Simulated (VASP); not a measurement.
Output of a VASP run:

### OSZICAR
```
       N       E                     dE             d eps       ncg     rms          rms(c)
DAV:   1     0.443474263376E+02    0.44347E+02   -0.71069E+03  8200   0.984E+02
DAV:   2    -0.367003060118E+02   -0.81048E+02   -0.74211E+02 11384   0.213E+02
DAV:   3    -0.406021919687E+02   -0.39019E+01   -0.38672E+01 10432   0.496E+01
DAV:   4    -0.406571137159E+02   -0.54922E-01   -0.54850E-01 10220   0.663E+00
DAV:   5    -0.406584074471E+02   -0.12937E-02   -0.12930E-02 10320   0.974E-01    0.913E+00
DAV:   6    -0.388202630802E+02    0.18381E+01   -0.17547E+00  9696   0.923E+00    0.532E+00
DAV:   7    -0.382090809882E+02    0.61118E+00   -0.20680E+00  9868   0.101E+01    0.133E+00
DAV:   8    -0.382187903402E+02   -0.97094E-02   -0.76584E-02  9236   0.197E+00    0.132E-01
DAV:   9    -0.382187167104E+02    0.73630E-04   -0.17737E-03 10340   0.345E-01    0.856E-02
DAV:  10    -0.382192195936E+02   -0.50288E-03   -0.55520E-04  9676   0.172E-01    0.461E-02
DAV:  11    -0.382192789634E+02   -0.59370E-04   -0.66831E-05 10080   0.594E-02    0.873E-03
DAV:  12    -0.382192826618E+02   -0.36984E-05   -0.56873E-06 10260   0.181E-02    0.189E-03
DAV:  13    -0.382192832549E+02   -0.59309E-06   -0.58233E-07  7340   0.624E-03
   1 F= -.38219283E+02 E0= -.38218450E+02  d E =-.166616E-02
```

**OUTCAR**
```
------------------------ aborting loop because EDIFF is reached ----------------------------------------
  FORCE on cell =-STRESS in cart. coord.  units (eV):
  Direction    XX          YY          ZZ          XY          YZ          ZX
  --------------------------------------------------------------------------------------
  Total       -0.6353849      0.0767795     -0.6920466     -0.7290714     -0.0775812     -0.2918035
  in kB      -24.7463372      2.9903324    -26.9531396    -28.3951434     -3.0215541    -11.3648727
  external PRESSURE =     -16.2363815 kB  Pullay stress =       0.0000000 kB
  volume of cell :       41.14
      direct lattice vectors                 reciprocal lattice vectors
     2.467290000  0.000000000  0.000000000     0.405302984  0.234001767  0.000000000
    -1.233645000  2.136736000  0.000000000     0.000000000  0.468003534  0.000000000
     0.000000000  0.000000000  7.803070000     0.000000000  0.000000000  0.128154688
 POSITION                                       TOTAL-FORCE (eV/Angst)
 -----------------------------------------------------------------------------------
      2.46162      0.00518      2.02933         2.243752      0.141654     -0.225780
      1.16605      2.11348      5.74938         5.160968      1.290501      0.974953
      0.03541      1.43041      2.01581        -2.244081     -0.142638      0.222568
      1.27150      0.72440      5.81163        -5.160639     -1.289517     -0.971742
 -----------------------------------------------------------------------------------
    total drift:                                0.000073     -0.000220     -0.000309
  FREE ENERGIE OF THE ION-ELECTRON SYSTEM (eV)
  ---------------------------------------------------
  free  energy   TOTEN  =       -38.2192832549 eV

  energy  without entropy=      -38.2176170948  energy(sigma->0) =      -38.21845017
```
(Selected blocks of OUTCAR.)

File POSCAR:
```
C
1
    2.4672900000     0.0000000000     0.0000000000
   -1.2336450000     2.1367360000     0.0000000000
    0.0000000000     0.0000000000     7.8030700000
C
4
Direct
 -0.0010860000   0.0024260000   0.2600680000
 -0.0328380000  -0.0108840000   0.7368100000
  0.3490720000   0.6694380000   0.2583360000
  0.6848520000   0.3390210000   0.7447870000
```

Q: Reconstruct the remaining input files.

A: Several could match; the one computed here: the input of the run itself, PBEsol GGA, plane waves, VASP's PBE PAW potentials (set 64).

### KPOINTS
```
Automatic mesh
0
Gamma
13 13 4
0 0 0
```

**INCAR**
```
ALGO = Normal
EDIFF = 1E-6
ENCUT = 400
GGA = PS
ISIF = 2
ISMEAR = 0
LASPH = T
LCHARG = F
LREAL = F
LWAVE = F
NELM = 100
PREC = Accurate
SIGMA = 0.272
SYSTEM = C
```

POTCAR, in this order: C (PBE.64 set). Program: vasp_std.

At this cut-off the stress carries a Pulay error, which pulls relaxed volumes low.

The structure comes from a computed database's C entry; how it stands against other phases isn't given here. The cell was not relaxed at this level, atoms are displaced from their ideal sites. The run is one of a series of settings (GGA = PS against the base run), some of them coarse on purpose.
